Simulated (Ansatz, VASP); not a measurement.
## Cross-check of Co between VASP and Ansatz

Aim: how closely do two programs agree when they are given the same cell, functional and k mesh? The structure shown is the end of the Ansatz relaxation below.

Calculated with Ansatz 0.2.0; plane waves, with VASP 6.6.1 beside it; single point at PBEsol.

## Step 1: The structure

The structure is hexagonal, space group P6_3/mmc (No. 194). The conventional cell has a = 2.452 Å, b = 2.452 Å, c = 4.008 Å, α = 90.00°, β = 90.00°, γ = 120.00°. Nearest to Co lie 12 Co at 2.45 Å.

## Step 2: Ansatz: relaxation, PBEsol

Ansatz runs on its PAW soft_1 files.

This run makes the geometry at which the two programs are then compared.

Input file input.yaml:

```yaml
crystal:
  lattice:
    - [2.4505791975, 0.0, 0.0]
    - [-1.2252895987, 2.122263839, 0.0]
    - [0.0, 0.0, 4.00787089]
  atoms:
    - { symbol: Co, position: [0.3333333, 0.6666667, 0.75], spin: 1.6 }
    - { symbol: Co, position: [0.6666667, 0.3333333, 0.25], spin: 1.6 }
magnetization:
  spin_polarized: true
kpoints:
  mp_grid: { grid: [20, 20, 11] }
scf:
  occupations: { method: fermi_dirac, width: 0.05 }
hamiltonian:
  xc: pbesol
  pseudopotentials: { kind: paw, azcp: { folder: soft_1 }, xc_functional: pbe }
basis:
  ecutwfc: 600
output:
  forces: true
  stress: true
  write_density: true
  write_potential: true
  elf: true
  volumetric_format: npy
relax:
  f_tol: 0.005
  max_steps: 70
  cell: { stress_tol: 0.02, p_target: 0, fix: [c, alpha, beta, gamma] }
```

On the command line:

```
> ansatz run input.yaml --threads 4 --pin off --max-ram 10240MiB --backend cpu --events-out ev --progress --plain --runs-dir out
```

Numbers of over 12 decimals in the logs are rounded to 6 here.

The program printed:

```text
Warning: crystal.symmetry: narrowed to the stabiliser of the fixed cell quantities (relax.cell.fix) — unitary ops 24 → 8. The narrowing is safe, since a smaller group never makes results wrong: the run goes on under it, on as many k-points as the starting group would need, or more. Excluded: 16 operations that would move a fixed cell quantity at a test strain (relax.cell.fix fixes c, alpha, beta, gamma). The cell can leave their symmetry as it relaxes.
Engine: ansatz 0.2.0, aarch64-unknown-linux-gnu
Pseudopotentials: kind: paw
Pseudopotential: Co, paw, valence charge 17, recommended cutoff 420 eV (normal), soft_1/Co.paw.azcp
Functional definition: PBEsol
  exchange = pbesol_x
  correlation = pbesol_c
Crystal: 2 atoms, lattice volume = 20.844 Å³
Basis set: ecut = 600 eV, 701 PW (Γ), exchange–correlation on 40×40×72 points (8 copies of the dense FFT grid, shifted against one another)
Bands: 23, of which v1, the nominal top of the filled ones, is band 17 counted from 1 (16 counted from 0)
Symmetry: 8 space group operations
k-points: 666 of 4400
Non-local potential: Co, projectors of the file, l = 0: 3, l = 1: 2, l = 2: 3, l = 3: 1
PAW form: soft (Blöchl's): semilocal exchange-correlation on the pseudo side does not see the compensation charge
PAW frozen core: Co, regenerated for the run's functional, and the local potential with it (the file was generated under x = pbe(κ = 0.804, μ = 0.219515), c = pbe(β = 0.066725))
PAW one-centre angular grid: Co, 590 points (default); XC on 64 Gauss nodes
Initial density: superposition of atomic densities (chi_scale 0.1, normalization cell)
Starting moments: Σ|m| = 3.2 μB on 2 of 2 sites
Initial wavefunctions: pseudopotential atomic-orbital guess
Functional: x = pbesol(κ = 0.804, μ = 0.123457), c = pbesol(β = 0.046)
SCF iter   1: F=—  HF=-10185.579305 eV  |F-HF|=—  |Δ(HF+E_count)|=         —  Δρ=9.94e-2 (↑3.81e-2 ↓9.94e-2)  dr2=2.58e0  dr2_m=1.89e-1  M=3.093 μB ∫|m|=3.198 μB  β_m=0.30  ethr=3.10e-3  ⟨swp⟩=5.3  Hψ=119404  notcnv=0
Mixer restart at iter 1: flushing history
preconditioner: auto → none  [metal: Δε(μ)=0.003 eV  Ē_g=9.393 eV  σ=0.050 eV  W_gap=0.01  n_scr=2 (ndim 8)  ℏωp=34.5 eV  f_vac=0.000  D(μ)=2.49/eV (n_scr^D=34)  sad-step TF]
SCF iter   2: F=—  HF=-10184.466454 eV  |F-HF|=—  |Δ(HF+E_count)|=    1.11e0  Δρ=4.05e-2 (↑3.28e-2 ↓4.05e-2)  dr2=1.06e-1  dr2_m=2.22e-1  M=3.187 μB ∫|m|=3.328 μB  β_m=0.34  ethr=3.10e-3  ⟨swp⟩=2.5  Hψ=60900  notcnv=0  defer=675
SCF iter   3: F=—  HF=-10185.078050 eV  |F-HF|=—  |Δ(HF+E_count)|=         —  Δρ=4.70e-2 (↑4.70e-2 ↓2.20e-2)  dr2=5.73e-2  dr2_m=2.13e-1  M=3.295 μB ∫|m|=3.483 μB  β_m=0.34  ethr=3.11e-4  ⟨swp⟩=2.0  Hψ=43149  notcnv=0  defer=675
Mixer restart at iter 3: flushing history
SCF iter   4: F=—  HF=-10185.490780 eV  |F-HF|=—  |Δ(HF+E_count)|=   4.13e-1  Δρ=2.90e-2 (↑2.90e-2 ↓1.38e-2)  dr2=2.12e-2  dr2_m=8.36e-2  M=3.259 μB ∫|m|=3.471 μB  β_m=0.62  ethr=1.69e-4  ⟨swp⟩=2.5  Hψ=54189  notcnv=0  defer=675
SCF iter   5: F=—  HF=-10185.981052 eV  |F-HF|=—  |Δ(HF+E_count)|=   4.90e-1  Δρ=1.39e-2 (↑1.39e-2 ↓1.14e-2)  dr2=7.74e-2  dr2_m=4.99e-4  M=3.192 μB ∫|m|=3.455 μB  β_m=0.76  ethr=6.22e-5  ⟨swp⟩=2.2  Hψ=55400  notcnv=0  defer=595
SCF iter   6: F=—  HF=-10186.008282 eV  |F-HF|=—  |Δ(HF+E_count)|=   2.72e-2  Δρ=5.35e-3 (↑5.35e-3 ↓3.11e-3)  dr2=6.88e-3  dr2_m=3.37e-4  M=3.176 μB ∫|m|=3.449 μB  β_m=0.72  ethr=6.22e-5  ⟨swp⟩=2.0  Hψ=61857  notcnv=0  defer=563
SCF iter   7: F=—  HF=-10186.005624 eV  |F-HF|=—  |Δ(HF+E_count)|=   2.66e-3  Δρ=1.05e-3 (↑1.05e-3 ↓3.46e-4)  dr2=9.37e-5  dr2_m=5.19e-5  M=3.173 μB ∫|m|=3.448 μB  β_m=0.86  ethr=2.02e-5  ⟨swp⟩=2.8  Hψ=57920  notcnv=0  defer=529
SCF iter   8: F=—  HF=-10186.005832 eV  |F-HF|=—  |Δ(HF+E_count)|=   2.08e-4  Δρ=1.71e-4 (↑1.71e-4 ↓1.51e-4)  dr2=1.41e-6  dr2_m=4.25e-6  M=3.171 μB ∫|m|=3.448 μB  β_m=0.93  ethr=2.76e-7  ⟨swp⟩=2.4  Hψ=49165  notcnv=0  defer=529
SCF iter   9: F=—  HF=-10186.005852 eV  |F-HF|=—  |Δ(HF+E_count)|=   2.01e-5  Δρ=4.18e-5 (↑1.59e-5 ↓4.18e-5)  dr2=2.38e-7  dr2_m=1.22e-7  M=3.171 μB ∫|m|=3.447 μB  β_m=0.96  ethr=4.14e-9  ⟨swp⟩=2.0  Hψ=50842  notcnv=0  defer=529
SCF iter  10: F=—  HF=-10186.005852 eV  |F-HF|=—  |Δ(HF+E_count)|=   4.39e-7  Δρ=5.31e-6 (↑1.24e-6 ↓5.31e-6)  dr2=4.70e-9  dr2_m=1.24e-9  M=3.171 μB ∫|m|=3.447 μB  β_m=0.93  ethr=7.00e-10  ⟨swp⟩=2.0  Hψ=39503  notcnv=0  defer=529
SCF iter  11: F=-10186.005852 eV  HF=-10186.005852 eV  |F-HF|=3.09e-11  |Δ(HF+E_count)|=   1.61e-9  Δρ=2.96e-7 (↑2.96e-7 ↓2.27e-7)  dr2=2.91e-11  dr2_m=8.36e-13  M=3.171 μB ∫|m|=3.447 μB  ethr=1.38e-11  ⟨swp⟩=4.9  Hψ=160399  notcnv=0
SCF 1 converged in 11 iterations: F = -10186.005852 eV  dr2 = 2.91e-11
  greatest PAW one-centre occupation: 1.001 electrons in one spin orbital (limit 2), on the Co atom at site 1 (counted from 0), in its partial waves of l = 1
[...]
SCF iter   3: F=—  HF=-10186.005862 eV  |F-HF|=—  |Δ(HF+E_count)|=   1.37e-6  Δρ=1.45e-5 (↑7.19e-6 ↓1.45e-5)  dr2=2.46e-8  dr2_m=1.03e-8  M=3.171 μB ∫|m|=3.448 μB  β_m=0.52  ethr=8.50e-9  ⟨swp⟩=2.5  Hψ=50415  notcnv=0
SCF iter   4: F=—  HF=-10186.005863 eV  |F-HF|=—  |Δ(HF+E_count)|=   6.29e-7  Δρ=1.54e-5 (↑5.40e-6 ↓1.54e-5)  dr2=5.00e-8  dr2_m=5.98e-9  M=3.171 μB ∫|m|=3.448 μB  β_m=0.76  ethr=7.25e-11  ⟨swp⟩=2.0  Hψ=51958  notcnv=0
SCF iter   5: F=-10186.005863 eV  HF=-10186.005863 eV  |F-HF|=6.03e-8  |Δ(HF+E_count)|=   3.88e-7  Δρ=1.71e-5 (↑8.40e-6 ↓1.71e-5)  dr2=8.05e-8  dr2_m=4.05e-9  M=3.171 μB ∫|m|=3.448 μB  ethr=7.25e-11  ⟨swp⟩=5.0  Hψ=173308  notcnv=0
SCF 2 converged in 5 iterations: F = -10186.005863 eV  dr2 = 8.05e-8
relax step   2: F+E_penalty+E_count = -10186.00586294 eV  Δ(F+E_penalty+E_count) = -1.083e-5 eV  max|allowed force component| = 1.209e-6 eV/Å  Δτ_max = 0.0000 Å  P = -1.243 GPa  Ω = 20.854 Å³  energy of the carried Pulay correction = -1.932e-6 eV  fix = [c, alpha, beta, gamma]  reactions: c -4.003 GPa; gamma -0.000 GPa/rad  (5 SCF iters, dr2 threshold 2.00e-7 eV, accepted)
[...]
relax step   3: F+E_penalty+E_count = -10186.00586520 eV  Δ(F+E_penalty+E_count) = -2.259e-6 eV  max|allowed force component| = 5.994e-7 eV/Å  Δτ_max = 0.0000 Å  P = -1.348 GPa  Ω = 20.863 Å³  energy of the carried Pulay correction = -3.728e-6 eV  fix = [c, alpha, beta, gamma]  reactions: c -4.052 GPa; gamma -0.000 GPa/rad  (6 SCF iters, dr2 threshold 4.64e-8 eV, accepted)
[...]
relax step   4: F+E_penalty+E_count = -10186.00586891 eV  Δ(F+E_penalty+E_count) = -3.710e-6 eV  max|allowed force component| = 8.923e-7 eV/Å  Δτ_max = 0.0000 Å  P = -1.349 GPa  Ω = 20.863 Å³  fix = [c, alpha, beta, gamma]  reactions: c -4.053 GPa; gamma +0.000 GPa/rad  stress off target by 3.77e-3 GPa on what of the cell is left free  SCF on the basis re-selected at this cell (its energy is not comparable with the rows above)  (7 SCF iters)
basis re-selected at this cell: Δ(F+E_penalty+E_count) = -3.710e-6 eV, ΔP = -0.001 GPa vs the last step (what re-selecting the basis moved, of the pressure what is left beyond the Pulay correction that the steps carried, after the strain that the cell walked since its last selection, with what the two solves' SCF thresholds leave and, on support functions, any second-order correction that the steps lacked; it is no m [...]
SCF converged after 7 iterations
Magnetization: 3.1715 μB (18.5858 up, 15.4142 down)
Absolute magnetization: 3.4526 μB (∫|ρ↑−ρ↓|, with the PAW one-centre terms)
Spin contamination: 0.0466 ħ² per cell (⟨S²⟩ above its minimum at these occupations)
Per-site moments (μB) at R_I (Å): [(1.649910, 1.011320), (1.649910, 1.011320)]
Free energy (F): -10186.005869 eV
Harris-Foulkes:  -10186.005869 eV  (|F-HF|=1.82e-12)
Internal energy: -10185.992482 eV  (E = F + TS)
E sigma→0 (E₀):  -10185.999175 eV
Entropy (-TS):   -0.013387 eV (-6.693 meV/atom)
Fermi energy:    19.406654 eV
--- Per-component energies (eV) ---
  E_band       = -462.052818
  E_kinetic    = 585.375783
  E_local      = -5187.228941  (includes V_loc(G=0)·N_el)
  E_nonlocal   = 871.524658
  E_hartree    = 2305.437172
  E_xc         = -184.440402
  E_vxc        = -238.288870  (∫ρ·V_xc dr)
  E_paw        = -3076.256878  (= ΣΔE_a)
  E_vpaw       = -1104.309834  (= ΣTr[D̂ρ^β])
  E_aug_tail   = -0.000038  (compensation charges beyond the density's cutoff)
  E_ewald      = -5500.780675
  E_core_change = 0.376839  (= ΣΔE_core)
  E_smearing   = -0.013387  (= −TS)
  E_closure    = 0.000000  (closes the sum)
  Σ components = -10186.005869   (vs F -10186.005869, Δ=0.00e0)
--- Forces (eV/Å), atoms counted from 1 ---
  atom   1  Co    -0.00000089     0.00000052     0.00000000
  atom   2  Co     0.00000089    -0.00000052     0.00000000
  max |Σ_I F_I| component: 0.00e0 eV/Å
--- Stress (GPa, compression-positive) ---
        0.003773      -0.000007       0.000000
       -0.000007       0.003765       0.000000
        0.000000       0.000000      -4.053276
  P = ⅓ Tr σ = -1.3486 GPa (-13.486 kbar)
--- Band table (eV; the first three rows and the last of 1332) ---
  k-point 0 ↑: bands = [... 13 lower, 17.0992, 17.0992, 17.5196, 17.5196, 18.6650, 18.6650, 19.0390, 25.8914, ... 2 higher]
  k-point 1 ↑: bands = [... 13 lower, 17.0758, 17.0758, 17.5732, 17.5732, 18.6601, 18.6601, 18.7097, 26.3873, ... 2 higher]
  k-point 2 ↑: bands = [... 13 lower, 17.0120, 17.0120, 17.7096, 17.7096, 17.9659, 18.6410, 18.6410, 27.6490, ... 2 higher]
  k-point 665 ↓: bands = [... 13 lower, 19.3583, 19.5330, 19.9413, 20.7917, 20.8110, 21.3377, 22.0370, 27.9416, ... 2 higher]
--- Relaxed structure (3 steps of the walk, 3 accepted, 1 SCFs on fresh bases) ---
  F+E_penalty+E_count = -10186.00586891 eV   max|allowed force component| = 8.923e-7 eV/Å   (the final SCF, on the basis selected at the relaxed cell)
  cell:  # Å, volume = 20.8628 Å³
    - [2.451685, -2.8880463510489517e-11, 0]
    - [-1.225842, 2.123221, 0]
    - [0, 0, 4.00787089]
  atoms:
    - { symbol: Co, position: [0.333333, 0.666667, 0.750000] }
    - { symbol: Co, position: [0.666667, 0.333333, 0.25] }
```

Reading the cycles: dr2 is the Hartree energy of the density residual (eV), the measure of convergence; HF is the Harris–Foulkes estimate of the energy, which meets the free energy F at convergence.

## Step 3: VASP: single point, PBEsol, pair 1

The same cell, functional, mesh and smearing now go to VASP, with its own data sets.

Lines of VASP's logs that name or quote its potential files are left out, and so is its time.

Input file INCAR:

```
SYSTEM = Co
PREC = Accurate
ENCUT = 600
EDIFF = 1E-06
NELM = 200
ISMEAR = -1
SIGMA = 0.05
LREAL = .FALSE.
ALGO = Normal
GGA = PS
NBANDS = 18
ISPIN = 2
MAGMOM = 1.65 1.65
LASPH = .TRUE.
LMAXMIX = 4
LORBIT = 11
LWAVE = .FALSE.
LCHARG = .FALSE.
ISIF = 2
GGA_COMPAT = .FALSE.
KPAR = 2
```

Input file POSCAR:

```
Co
1.0
    2.4516846618      0.0000000000      0.0000000000
   -1.2258423309      2.1232211992      0.0000000000
    0.0000000000      0.0000000000      4.0078708900
Co
2
Direct
    0.3333333779      0.6666666221      0.7500000000
    0.6666666221      0.3333333779      0.2500000000
```

Input file KPOINTS:

```
Automatic mesh
0
Gamma
20 20 11
0 0 0
```

The projector-augmented-wave data sets are Co (PBE family, release 64).

On the command line:

```
> mpirun -np 2 vasp_std
```

The program printed:

```text
[banner, memory and clock lines left out]
running    2 mpi-ranks, on    1 nodes
 distrk:  each k-point on    1 cores,    2 groups
 distr:  one band on    1 cores,    1 groups

 POSCAR found type information on POSCAR Co
 POSCAR found :  1 types and       2 ions
|                                                                             |
|               ----> ADVICE to this user running VASP <----                  |
|                                                                             |
|     You enforced a specific xc type in the INCAR file but a different       |
|     [... a line on the potential file left out ...]
|     I HOPE YOU KNOW WHAT YOU ARE DOING!                                     |
|                                                                             |

 LDA part: xc-table for (Slater+PW92), standard interpolation
 POSCAR, INCAR and KPOINTS ok, starting setup
 FFT: planning ... GRIDC
 FFT: planning ... GRID_SOFT
 FFT: planning ... GRID
 WAVECAR not read
 entering main loop
       N       E                     dE             d eps       ncg     rms          rms(c)
DAV:   1     0.858030520051E+02    0.85803E+02   -0.89214E+03 19896   0.149E+03
DAV:   2    -0.142243719538E+02   -0.10003E+03   -0.90832E+02 19054   0.241E+02
DAV:   3    -0.179705098411E+02   -0.37461E+01   -0.36074E+01 20986   0.595E+01
DAV:   4    -0.180284255522E+02   -0.57916E-01   -0.57877E-01 24042   0.627E+00
DAV:   5    -0.180298310401E+02   -0.14055E-02   -0.14054E-02 21726   0.907E-01    0.163E+01
DAV:   6    -0.159200771199E+02    0.21098E+01   -0.10098E+01 20192   0.673E+01    0.726E+00
DAV:   7    -0.155145133074E+02    0.40556E+00   -0.15127E+00 22162   0.240E+01    0.391E+00
DAV:   8    -0.154946410105E+02    0.19872E-01   -0.17451E-02 25586   0.138E+00    0.191E+00
DAV:   9    -0.154773940240E+02    0.17247E-01   -0.29168E-03 30692   0.954E-01    0.658E-01
DAV:  10    -0.154776414726E+02   -0.24745E-03   -0.55442E-04 26612   0.340E-01    0.314E-01
DAV:  11    -0.154774371534E+02    0.20432E-03   -0.14974E-04 25972   0.197E-01    0.335E-02
DAV:  12    -0.154774305587E+02    0.65947E-05   -0.12401E-05 20578   0.274E-02    0.175E-02
DAV:  13    -0.154774288277E+02    0.17310E-05   -0.20077E-06 16020   0.200E-02    0.110E-02
DAV:  14    -0.154774290293E+02   -0.20152E-06   -0.71496E-07 12978   0.102E-02
   1 F= -.15477429E+02 E0= -.15470644E+02  d E =-.135695E-01  mag=     3.1636
```

OUTCAR, selected parts (step 3):

```text
ion  position               nearest neighbor table
   1  0.333  0.667  0.750-   2 2.45   2 2.45   2 2.45   2 2.45   2 2.45   2 2.45
   2  0.667  0.333  0.250-   1 2.45   1 2.45   1 2.45   1 2.45   1 2.45   1 2.45

  LATTYP: Found a hexagonal cell.
 ALAT       =     2.4516846618
 C/A-ratio  =     1.6347415932

 Subroutine GETGRP returns: Found 24 space group operations
 (whereof 12 operations were pure point group operations)

The static configuration has the point symmetry D_3d.
 The point group associated with its full space group is D_6h.

 Found    264 irreducible k-points:

   k-points           NKPTS =    264   k-points in BZ     NKDIM =    264   number of bands    NBANDS=     18

   dimension x,y,z NGX =    20 NGY =   20 NGZ =   32
   dimension x,y,z NGXF=    40 NGYF=   40 NGZF=   64

   ENCUT  =  600.0 eV  44.10 Ry    6.64 a.u.   4.90  4.90  8.00*2*pi/ulx,y,z

   NELECT =      18.0000    total number of electrons

 k-points in reciprocal lattice and weights: Automatic mesh
   0.00000000  0.00000000  0.00000000       0.000
   0.05000000  0.00000000  0.00000000       0.001
   0.10000000 -0.00000000  0.00000000       0.001
   0.15000000  0.00000000  0.00000000       0.001
   0.20000000 -0.00000000  0.00000000       0.001
   0.25000000  0.00000000  0.00000000       0.001
   0.30000000  0.00000000  0.00000000       0.001
   0.35000000  0.00000000  0.00000000       0.001
   0.40000000  0.00000000  0.00000000       0.001
[...]
0.30000000  0.30000000  0.45454545       0.003
   0.35000000  0.30000000  0.45454545       0.003

 average (electrostatic) potential at core
       1 -77.6346       2 -77.6346

 E-fermi :  10.6322

 spin component 1
 k-point     1 :       0.0000    0.0000    0.0000
  band No.  band energies     occupation
    ...
      8       8.7581      1.00000
      9       8.7581      1.00000
     10       9.8910      1.00000
     11       9.8910      1.00000
     12      10.3542      0.99617
     13      17.1685      0.00000
     14      33.0339      0.00000
     15      36.0755      0.00000
     16      36.0755      0.00000
     17      36.1290      0.00000
    ...

 k-point     2 :       0.0500    0.0000    0.0000
  band No.  band energies     occupation
    ...
      7       8.3821      1.00000
      8       8.7089      1.00000
      9       8.7298      1.00000
     10       9.3557      1.00000
     11       9.9029      1.00000
     12      10.9967      0.00068
     13      17.1820      0.00000
     14      32.4607      0.00000
     15      34.4158      0.00000
     16      34.9015      0.00000
    ...

 k-point     3 :       0.1000   -0.0000    0.0000
  band No.  band energies     occupation
    ...
      7       8.4447      1.00000
      8       8.4982      1.00000
      9       8.6515      1.00000
     10       8.8879      1.00000
     11       9.9338      1.00000
     12      11.9043      0.00000
     13      17.2255      0.00000
     14      30.6043      0.00000
     15      33.3457      0.00000
     16      33.4614      0.00000
    ...

 k-point     4 :       0.1500    0.0000    0.0000
  band No.  band energies     occupation
    ...
      7       8.4185      1.00000
      8       8.5383      1.00000
      9       8.6824      1.00000
     10       8.7088      1.00000
     11       9.9737      1.00000
     12      12.8977      0.00000
     13      17.3076      0.00000
     14      28.2855      0.00000
     15      31.8586      0.00000
     16      32.8878      0.00000
    ...

 k-point     5 :       0.2000   -0.0000    0.0000
  band No.  band energies     occupation
    ...
      7       8.5758      1.00000
      8       8.6448      1.00000
      9       8.6743      1.00000
     10       8.9210      1.00000
     11      10.0133      1.00000
     12      13.9634      0.00000
     13      17.4385      0.00000
     14      25.9523      0.00000
     15      30.4807      0.00000
     16      32.2922      0.00000
    ...

 k-point     6 :       0.2500    0.0000    0.0000
  band No.  band energies     occupation
    ...
      7       8.4447      1.00000
      8       8.9484      1.00000
      9       8.9882      1.00000
     10       9.1956      1.00000
     11      10.0474      0.99999
     12      15.0944      0.00000
     13      17.6175      0.00000
     14      23.7279      0.00000
     15      29.2352      0.00000
     16      31.0670      0.00000
    ...

  Total       -0.1096623     -0.1096623     -0.6402415      0.0000000      0.0000000      0.0000000
  in kB       -8.4215983     -8.4215983    -49.1678066      0.0000000      0.0000000      0.0000000
  external PRESSURE =     -22.0036677 kB  Pullay stress =       0.0000000 kB

  energy-cutoff  :      600.00
  volume of cell :       20.86
      direct lattice vectors                 reciprocal lattice vectors
     2.451684662  0.000000000  0.000000000     0.407882798  0.235491243  0.000000000
    -1.225842331  2.123221199  0.000000000     0.000000000  0.470982487  0.000000000
     0.000000000  0.000000000  4.007870890     0.000000000  0.000000000  0.249509035

 POSITION                                       TOTAL-FORCE (eV/Angst)
 -----------------------------------------------------------------------------------
      0.00000      1.41548      3.00590         0.000000     -0.000000      0.000000
      1.22584      0.70774      1.00197        -0.000000      0.000000      0.000000
 -----------------------------------------------------------------------------------
    total drift:                                0.000002      0.000002     -0.000004

  FREE ENERGIE OF THE ION-ELECTRON SYSTEM (eV)
  ---------------------------------------------------
  free  energy   TOTEN  =       -15.4774290293 eV

  energy  without entropy=      -15.4638595654  energy(sigma->0) =      -15.47064430

 total charge
# of ion       s       p       d       tot
------------------------------------------
    1        0.506   0.560   7.285   8.351
    2        0.506   0.560   7.285   8.351
--------------------------------------------------
tot          1.012   1.119  14.570  16.701

 magnetization (x)
# of ion       s       p       d       tot
------------------------------------------
    1       -0.015  -0.051   1.656   1.590
    2       -0.015  -0.051   1.656   1.590
--------------------------------------------------
tot         -0.030  -0.103   3.311   3.179

[... 6 further parts left out ...]
```

The magnetic state follows from one typed start and may not be the lowest.

## Step 4: Side by side

Known differences besides the potentials themselves: VASP starts from the moments at which Ansatz ended; the data sets hold 34 valence electrons in Ansatz (on its PAW soft_1 files) and 18 in VASP; Ansatz makes its cores anew for this functional, VASP keeps those of its PBE data sets; Ansatz's pressure holds a Pulay correction, VASP's none; site moments are counted in spheres of each program's own size. Total energies have different zeros and are not compared.

The two programs side by side:

```csv
quantity,Ansatz,VASP,difference
pressure (GPa),-1.35,-2.20,+0.85
total moment (μB),3.17,3.16,+0.01
moment on Co1 (μB),1.65,1.59,+0.06
moment on Co2 (μB),1.65,1.59,+0.06
```

(Part 1 of 2 ends here.)

[Lines on the potential files, build, host, timing and source positions are cut from VASP's logs without a mark.]

[Logs are printed without paths, hosts, clocks, repeated set-up lines and the standing remarks that a program may print on its own settings, such as how far it seeks lower states.]

[Hosts, paths, dates, database ids (printed as entryN), source tags and the programs' standing remarks are cut or masked in the printed files.]
